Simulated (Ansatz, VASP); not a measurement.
# ScAl3 in two plane-wave programs, part 2 of 2

Aim: how closely do two programs agree when they are given the same cell, functional and k mesh? The cell is taken from a series of runs on this material, whose earlier steps may have relaxed, scaled, displaced or heated it; both programs get it as it stands.

VASP 6.6.1 and Ansatz 0.2.0.

So far: The structure; Ansatz: zone-centre phonons, PBEsol.

### 3. VASP: zone-centre phonons, PBEsol

Level of this step: PBEsol; plane waves and PAW (Sc_sv, Al) (VASP).

The same cell, functional, mesh and smearing now go to VASP, with its own data sets.

Lines of VASP's logs that name or quote its potential files are left out, and so is its time.

Contents of INCAR:

```
SYSTEM = ScAl3
PREC = Accurate
ENCUT = 500
EDIFF = 1E-08
NELM = 120
ISMEAR = 1
SIGMA = 0.2
LREAL = .FALSE.
ALGO = Normal
GGA = PS
NBANDS = 16
LASPH = .TRUE.
LORBIT = 11
LWAVE = .FALSE.
LCHARG = .FALSE.
ISIF = 2
IBRION = 8
GGA_COMPAT = .FALSE.
KPAR = 2
```

Contents of POSCAR:

```
ScAl3
1.0
    4.1377211618      0.0000000000      0.0000000000
    0.0000000000      4.1377211618      0.0000000000
    0.0000000000      0.0000000000      4.1377211618
Sc Al
1 3
Direct
    0.0000000000      0.0000000000      0.0000000000
    0.5000000000      0.0000000000      0.5000000000
    0.0000000000      0.5000000000      0.5000000000
    0.5000000000      0.5000000000      0.0000000000
```

Contents of KPOINTS:

```
Automatic mesh
0
Gamma
10 10 10
0 0 0
```

PAW data sets: Sc_sv and Al (PBE family, release 64).

Run with:

```sh
$ mpirun -np 2 vasp_std
```

Numbers of over 12 decimals in the logs are rounded to 6 here.

Output:

```text
[banner, memory and clock lines left out]
running    2 mpi-ranks, on    1 nodes
 distrk:  each k-point on    1 cores,    2 groups
 distr:  one band on    1 cores,    1 groups

 POSCAR found type information on POSCAR ScAl
 POSCAR found :  2 types and       4 ions
|                                                                             |
|               ----> ADVICE to this user running VASP <----                  |
|                                                                             |
|     You enforced a specific xc type in the INCAR file but a different       |
|     [... a line on the potential file left out ...]
|     I HOPE YOU KNOW WHAT YOU ARE DOING!                                     |
|                                                                             |

 LDA part: xc-table for (Slater+PW92), standard interpolation
 POSCAR, INCAR and KPOINTS ok, starting setup
 FFT: planning ... GRIDC
 FFT: planning ... GRID_SOFT
 FFT: planning ... GRID
 WAVECAR not read
 entering main loop
       N       E                     dE             d eps       ncg     rms          rms(c)
DAV:   1     0.102319625741E+03    0.10232E+03   -0.81307E+03  1792   0.109E+03
DAV:   2    -0.165958712986E+02   -0.11892E+03   -0.11689E+03  1800   0.307E+02
DAV:   3    -0.217275734682E+02   -0.51317E+01   -0.49369E+01  2784   0.578E+01
DAV:   4    -0.218227954495E+02   -0.95222E-01   -0.95169E-01  2376   0.863E+00
DAV:   5    -0.218254877148E+02   -0.26923E-02   -0.26922E-02  2744   0.133E+00    0.869E+00
DAV:   6    -0.208067835372E+02    0.10187E+01   -0.47372E+00  2952   0.229E+01    0.301E+00
DAV:   7    -0.207497415678E+02    0.57042E-01   -0.12329E-01  2480   0.275E+00    0.174E+00
DAV:   8    -0.207214820812E+02    0.28259E-01   -0.46120E-02  2976   0.177E+00    0.266E-01
DAV:   9    -0.207210671282E+02    0.41495E-03   -0.55047E-03  2568   0.865E-01    0.144E-01
DAV:  10    -0.207208762202E+02    0.19091E-03   -0.74032E-04  2992   0.287E-01    0.691E-02
DAV:  11    -0.207208964523E+02   -0.20232E-04   -0.87880E-05  2952   0.772E-02    0.416E-02
DAV:  12    -0.207208688016E+02    0.27651E-04   -0.18560E-04  2872   0.146E-01    0.288E-03
DAV:  13    -0.207208688682E+02   -0.66568E-07   -0.43564E-06  2752   0.199E-02    0.302E-03
DAV:  14    -0.207208688469E+02    0.21242E-07   -0.14675E-07  2872   0.348E-03    0.147E-03
DAV:  15    -0.207208688576E+02   -0.10690E-07   -0.10450E-07  2792   0.303E-03    0.106E-04
DAV:  16    -0.207208688506E+02    0.69731E-08   -0.18278E-09  1304   0.394E-04
   1 F= -.20720869E+02 E0= -.20720830E+02  d E =-.116205E-03
 Linear response reoptimize wavefunctions to high precision
DAV:   1    -0.207208688498E+02    0.88903E-09   -0.69443E-10  1472   0.314E-04
DAV:   2    -0.207208688498E+02   -0.10459E-10   -0.70309E-11  1136   0.776E-05
 Linear response DOF=           3
 Linear response progress:
  Degree of freedom:   1/  3
       N       E                     dE             d eps       ncg     rms          rms(c)
RMM:   1    -0.765868362248E+00   -0.76587E+00   -0.66750E+01  4244   0.170E+02
RMM:   2    -0.762050178837E+00    0.38182E-02   -0.16150E-01  5836   0.392E+00    0.124E-01
RMM:   3    -0.762029506793E+00    0.20672E-04   -0.19038E-02  6752   0.983E-01    0.433E-02
RMM:   4    -0.761098173304E+00    0.93133E-03   -0.14102E-03  7365   0.273E-01    0.227E-02
RMM:   5    -0.760926891152E+00    0.17128E-03   -0.19408E-04  7856   0.881E-02    0.869E-03
RMM:   6    -0.760964880042E+00   -0.37989E-04   -0.15578E-05  7686   0.305E-02    0.479E-03
RMM:   7    -0.761002107036E+00   -0.37227E-04   -0.31039E-06  7780   0.121E-02    0.756E-04
RMM:   8    -0.761009039980E+00   -0.69329E-05   -0.57236E-07  8199   0.397E-03    0.321E-04
RMM:   9    -0.761016189303E+00   -0.71493E-05   -0.15590E-07  7733   0.161E-03    0.131E-04
RMM:  10    -0.761019076463E+00   -0.28872E-05   -0.41610E-08  7679   0.772E-04    0.234E-05
RMM:  11    -0.761019660432E+00   -0.58397E-06   -0.31791E-08  8446   0.345E-04    0.719E-06
RMM:  12    -0.761019757072E+00   -0.96641E-07   -0.59757E-09  8325   0.160E-04    0.349E-06
RMM:  13    -0.761019770454E+00   -0.13381E-07   -0.15571E-08  7920   0.954E-05    0.318E-06
RMM:  14    -0.761019739880E+00    0.30573E-07   -0.11785E-08  7201   0.659E-05    0.618E-06
RMM:  15    -0.761019773874E+00   -0.33994E-07   -0.47042E-09  6665   0.539E-05    0.232E-06
RMM:  16    -0.761019788526E+00   -0.14651E-07   -0.38872E-09  7312   0.416E-05    0.141E-06
RMM:  17    -0.761019792352E+00   -0.38270E-08   -0.27527E-09  5670   0.323E-05    0.131E-06
 first order change of Fermi-energy   0.64446E-03
 force on displaced ion       1 direction 1 :  -8.550   0.000  -0.000
 Linear response progress:
  Degree of freedom:   2/  3
       N       E                     dE             d eps       ncg     rms          rms(c)
RMM:   1    -0.820294648359E-02   -0.82029E-02    0.17609E-02 15318   0.122E+00
RMM:   2    -0.754852284196E-02    0.65442E-03   -0.57235E-04  9976   0.218E-01    0.447E-02
RMM:   3    -0.757182193047E-02   -0.23299E-04   -0.28888E-04 12085   0.101E-01    0.223E-02
RMM:   4    -0.764964129276E-02   -0.77819E-04   -0.72792E-05 12638   0.474E-02    0.900E-03
RMM:   5    -0.766791630146E-02   -0.18275E-04   -0.51721E-06 13141   0.227E-02    0.327E-03
RMM:   6    -0.767271519585E-02   -0.47989E-05   -0.51717E-07 13218   0.483E-03    0.161E-03
RMM:   7    -0.767177123904E-02    0.94396E-06   -0.68608E-08 13193   0.226E-03    0.500E-04
RMM:   8    -0.767263755530E-02   -0.86632E-06   -0.19103E-08 12470   0.865E-04    0.112E-04
RMM:   9    -0.767243043286E-02    0.20712E-06    0.27032E-10 13286   0.394E-04    0.115E-04
RMM:  10    -0.767246390508E-02   -0.33472E-07    0.24892E-10 14221   0.120E-04    0.216E-05
RMM:  11    -0.767253250857E-02   -0.68603E-07   -0.64004E-10 11674   0.848E-05    0.161E-05
RMM:  12    -0.767253738298E-02   -0.48744E-08   -0.25832E-11 12544   0.268E-05    0.133E-05
 first order change of Fermi-energy   0.20619E-04
 force on displaced ion       2 direction 1 :  -5.579   0.000   0.000
 Linear response progress:
  Degree of freedom:   3/  3
       N       E                     dE             d eps       ncg     rms          rms(c)
RMM:   1    -0.791301817184E-02   -0.79130E-02    0.22907E-02  9384   0.659E-01
RMM:   2    -0.716927620556E-02    0.74374E-03   -0.34779E-04  6227   0.153E-01    0.400E-02
RMM:   3    -0.716585431080E-02    0.34219E-05   -0.17976E-04  6825   0.766E-02    0.200E-02
RMM:   4    -0.721836206440E-02   -0.52508E-04   -0.75646E-05  7447   0.354E-02    0.750E-03
RMM:   5    -0.721812940498E-02    0.23266E-06   -0.39764E-06  7252   0.167E-02    0.295E-03
RMM:   6    -0.722311371678E-02   -0.49843E-05   -0.72502E-07  7514   0.586E-03    0.117E-03
RMM:   7    -0.722155627918E-02    0.15574E-05   -0.70842E-08  7625   0.216E-03    0.456E-04
RMM:   8    -0.722188344309E-02   -0.32716E-06   -0.83612E-09  7525   0.621E-04    0.106E-04
RMM:   9    -0.722198344115E-02   -0.99998E-07   -0.40323E-10  7885   0.240E-04    0.109E-04
RMM:  10    -0.722213643898E-02   -0.15300E-06   -0.22649E-10  7246   0.102E-04    0.217E-05
RMM:  11    -0.722214397467E-02   -0.75357E-08    0.45933E-11  7942   0.377E-05    0.134E-05
 first order change of Fermi-energy   0.23608E-04
 force on displaced ion       2 direction 2 :   0.000  -4.132  -0.000
 Linear response finished
```

Parts of OUTCAR (step 3):

```text
ion  position               nearest neighbor table
   1  0.000  0.000  0.000-   2 2.93   3 2.93   4 2.93   2 2.93   3 2.93   3 2.93   4 2.93   3 2.93
                             2 2.93   4 2.93   2 2.93   4 2.93
   2  0.500  0.000  0.500-   1 2.93   3 2.93   4 2.93   1 2.93   4 2.93   3 2.93   4 2.93   4 2.93
                             1 2.93   3 2.93   1 2.93   3 2.93
   3  0.000  0.500  0.500-   1 2.93   2 2.93   4 2.93   1 2.93   4 2.93   1 2.93   2 2.93   1 2.93
                             2 2.93   4 2.93   4 2.93   2 2.93
   4  0.500  0.500  0.000-   1 2.93   2 2.93   3 2.93   2 2.93   3 2.93   1 2.93   2 2.93   2 2.93
                             1 2.93   3 2.93   3 2.93   1 2.93

  LATTYP: Found a simple cubic cell.
 ALAT       =     4.1377211618

 Subroutine GETGRP returns: Found 48 space group operations
 (whereof 48 operations were pure point group operations)

The static configuration has the point symmetry O_h .

 Found     56 irreducible k-points:

   k-points           NKPTS =     56   k-points in BZ     NKDIM =     56   number of bands    NBANDS=     16

   dimension x,y,z NGX =    30 NGY =   30 NGZ =   30
   dimension x,y,z NGXF=    60 NGYF=   60 NGZF=   60

   ENCUT  =  500.0 eV  36.75 Ry    6.06 a.u.   7.54  7.54  7.54*2*pi/ulx,y,z

   NELECT =      20.0000    total number of electrons

 k-points in reciprocal lattice and weights: Automatic mesh
   0.00000000  0.00000000  0.00000000       0.001
   0.10000000  0.00000000  0.00000000       0.006
   0.20000000  0.00000000  0.00000000       0.006
   0.30000000  0.00000000  0.00000000       0.006
   0.40000000  0.00000000  0.00000000       0.006
   0.50000000  0.00000000  0.00000000       0.003
   0.10000000  0.10000000  0.00000000       0.012
   0.20000000  0.10000000  0.00000000       0.024
   0.30000000  0.10000000  0.00000000       0.024
[...]
0.50000000  0.50000000  0.40000000       0.006
   0.50000000  0.50000000  0.50000000       0.001

 average (electrostatic) potential at core
       1 -43.4574       2 -73.2306       3 -73.2306       4 -73.2306

  Total       -1.7413405     -1.7413405     -1.7413405      0.0000000      0.0000000      0.0000000
  in kB      -39.3831649    -39.3831649    -39.3831649      0.0000000      0.0000000      0.0000000
  external PRESSURE =     -39.3831649 kB  Pullay stress =       0.0000000 kB

  energy-cutoff  :      500.00
  volume of cell :       70.84
      direct lattice vectors                 reciprocal lattice vectors
     4.137721162  0.000000000  0.000000000     0.241678924  0.000000000  0.000000000
     0.000000000  4.137721162  0.000000000     0.000000000  0.241678924  0.000000000
     0.000000000  0.000000000  4.137721162     0.000000000  0.000000000  0.241678924

 POSITION                                       TOTAL-FORCE (eV/Angst)
 -----------------------------------------------------------------------------------
      0.00000      0.00000      0.00000         0.000000      0.000000      0.000000
      2.06886      0.00000      2.06886         0.000000      0.000000      0.000000
      0.00000      2.06886      2.06886         0.000000      0.000000      0.000000
      2.06886      2.06886      0.00000         0.000000      0.000000      0.000000
 -----------------------------------------------------------------------------------
    total drift:                                0.000000     -0.000000      0.000000

 Eigenvectors and eigenvalues of the dynamical matrix
 ----------------------------------------------------

   1 f  =    9.354480 THz    58.775932 2PiTHz  312.031870 cm-1    38.687004 meV
             X         Y         Z           dx          dy          dz
      0.000000  0.000000  0.000000    -0.641185    0.024341    0.011605
      2.068861  0.000000  2.068861     0.520407    0.008095   -0.009419
      0.000000  2.068861  2.068861    -0.213237   -0.019756   -0.009419
      2.068861  2.068861  0.000000     0.520407   -0.019756    0.003860

   2 f  =    9.354480 THz    58.775932 2PiTHz  312.031870 cm-1    38.687004 meV
             X         Y         Z           dx          dy          dz
      0.000000  0.000000  0.000000    -0.023687   -0.640387    0.034474
      2.068861  0.000000  2.068861     0.019225   -0.212972   -0.027980
      0.000000  2.068861  2.068861    -0.007878    0.519759   -0.027980
      2.068861  2.068861  0.000000     0.019225    0.519759    0.011465

   3 f  =    9.354480 THz    58.775932 2PiTHz  312.031870 cm-1    38.687004 meV
             X         Y         Z           dx          dy          dz
      0.000000  0.000000  0.000000     0.012888    0.034015    0.640720
      2.068861  0.000000  2.068861    -0.010461    0.011312   -0.520029
      0.000000  2.068861  2.068861     0.004286   -0.027608   -0.520029
      2.068861  2.068861  0.000000    -0.010461   -0.027608    0.213083

   4 f  =    7.231519 THz    45.436975 2PiTHz  241.217516 cm-1    29.907147 meV
             X         Y         Z           dx          dy          dz
      0.000000  0.000000  0.000000    -0.000000    0.000000   -0.000000
      2.068861  0.000000  2.068861     0.238763    0.000000    0.000000
      0.000000  2.068861  2.068861     0.000000    0.665577   -0.000000
      2.068861  2.068861  0.000000    -0.238763   -0.665577    0.000000

   5 f  =    7.231519 THz    45.436975 2PiTHz  241.217516 cm-1    29.907147 meV
             X         Y         Z           dx          dy          dz
      0.000000  0.000000  0.000000     0.000000   -0.000000    0.000000
      2.068861  0.000000  2.068861    -0.284869    0.000000   -0.639067
      0.000000  2.068861  2.068861    -0.000000    0.102191    0.639067
      2.068861  2.068861  0.000000     0.284869   -0.102191    0.000000

   6 f  =    7.231519 THz    45.436975 2PiTHz  241.217516 cm-1    29.907147 meV
             X         Y         Z           dx          dy          dz
      0.000000  0.000000  0.000000    -0.000000    0.000000    0.000000
      2.068861  0.000000  2.068861    -0.601533    0.000000    0.302644
      0.000000  2.068861  2.068861     0.000000    0.215788   -0.302644
      2.068861  2.068861  0.000000     0.601533   -0.215788   -0.000000

   7 f  =    6.722259 THz    42.237200 2PiTHz  224.230431 cm-1    27.801018 meV
             X         Y         Z           dx          dy          dz
      0.000000  0.000000  0.000000    -0.318721    0.359907   -0.000161
      2.068861  0.000000  2.068861    -0.079493   -0.644064   -0.000040
      0.000000  2.068861  2.068861     0.570361    0.089765   -0.000040
      2.068861  2.068861  0.000000    -0.079493    0.089765    0.000289

   8 f  =    6.722259 THz    42.237200 2PiTHz  224.230431 cm-1    27.801018 meV
             X         Y         Z           dx          dy          dz
      0.000000  0.000000  0.000000     0.359907    0.318721   -0.000205
      2.068861  0.000000  2.068861     0.089765   -0.570360   -0.000051
      0.000000  2.068861  2.068861    -0.644064    0.079493   -0.000051
      2.068861  2.068861  0.000000     0.089765    0.079493    0.000367

   9 f  =    6.722259 THz    42.237200 2PiTHz  224.230431 cm-1    27.801018 meV
             X         Y         Z           dx          dy          dz
      0.000000  0.000000  0.000000    -0.000047   -0.000257   -0.480746
      2.068861  0.000000  2.068861    -0.000012    0.000460   -0.119903
      0.000000  2.068861  2.068861     0.000084   -0.000064   -0.119903
      2.068861  2.068861  0.000000    -0.000012   -0.000064    0.860308

  10 f/i=    0.000370 THz     0.002326 2PiTHz    0.012349 cm-1     0.001531 meV
             X         Y         Z           dx          dy          dz
      0.000000  0.000000  0.000000     0.044237    0.044443   -0.594228
      2.068861  0.000000  2.068861     0.034274    0.034433   -0.460392
      0.000000  2.068861  2.068861     0.034274    0.034433   -0.460392
      2.068861  2.068861  0.000000     0.034274    0.034433   -0.460390

  11 f/i=    0.000370 THz     0.002326 2PiTHz    0.012349 cm-1     0.001531 meV
             X         Y         Z           dx          dy          dz
      0.000000  0.000000  0.000000     0.074095   -0.591649   -0.038734
      2.068861  0.000000  2.068861     0.057406   -0.458392   -0.030010
      0.000000  2.068861  2.068861     0.057406   -0.458394   -0.030010
      2.068861  2.068861  0.000000     0.057406   -0.458394   -0.030010

  12 f/i=    0.000370 THz     0.002326 2PiTHz    0.012349 cm-1     0.001531 meV
             X         Y         Z           dx          dy          dz
      0.000000  0.000000  0.000000     0.591263    0.070818    0.049313
      2.068861  0.000000  2.068861     0.458095    0.054868    0.038207
      0.000000  2.068861  2.068861     0.458093    0.054868    0.038207
      2.068861  2.068861  0.000000     0.458095    0.054868    0.038206

 ELASTIC MODULI CONTR FROM IONIC RELAXATION (kBar)
 Direction    XX          YY          ZZ          XY          YZ          ZX
 --------------------------------------------------------------------------------
 XX           0.0000      0.0000      0.0000      0.0000      0.0000      0.0000
 YY           0.0000      0.0000      0.0000      0.0000      0.0000      0.0000
 ZZ           0.0000      0.0000      0.0000      0.0000      0.0000      0.0000
 XY           0.0000      0.0000      0.0000      0.0000      0.0000      0.0000
 YZ           0.0000      0.0000      0.0000      0.0000      0.0000      0.0000
 ZX           0.0000      0.0000      0.0000      0.0000      0.0000      0.0000
 --------------------------------------------------------------------------------
```

### 4. Side by side

Known differences besides the potentials themselves: VASP's run holds the zone centre alone; the cutoff is 420 eV in Ansatz and 500 eV in VASP; Ansatz makes its cores anew for this functional, VASP keeps those of its PBE data sets. Total energies have different zeros and are not compared.

Both answers:

```csv
quantity,Ansatz,VASP,difference
optical mode 1 to 3 (cm⁻¹),223.8,224.2,-0.20 %
optical mode 4 to 6 (cm⁻¹),240.5,241.2,-0.31 %
optical mode 7 to 9 (cm⁻¹),311.0,312.0,-0.32 %
```

Modes are paired by rising frequency, not by their patterns, so a pair may set unlike modes beside each other; they are those without the splitting of longitudinal modes.

### 5. Summary of results

| Quantity | Value |
| --- | --- |
| r.m.s. difference of the optical zone-centre modes, each program's sorted by frequency (zone-centre phonons, PBEsol) | 0.77 cm⁻¹ |

What this shows: The r.m.s. difference of the optical zone-centre modes, each program's sorted by frequency is 0.77 cm⁻¹ (zone-centre phonons, PBEsol). How closely two codes agree says nothing of how well the functional describes the real material.

[Lines on the potential files, build, host, timing and source positions are cut from VASP's logs without a mark.]

[Logs are printed without paths, hosts, clocks, repeated set-up lines and the standing remarks that a program may print on its own settings, such as how far it seeks lower states.]

[Hosts, paths, dates, database ids (printed as entryN), source tags and the programs' standing remarks are cut or masked in the printed files.]
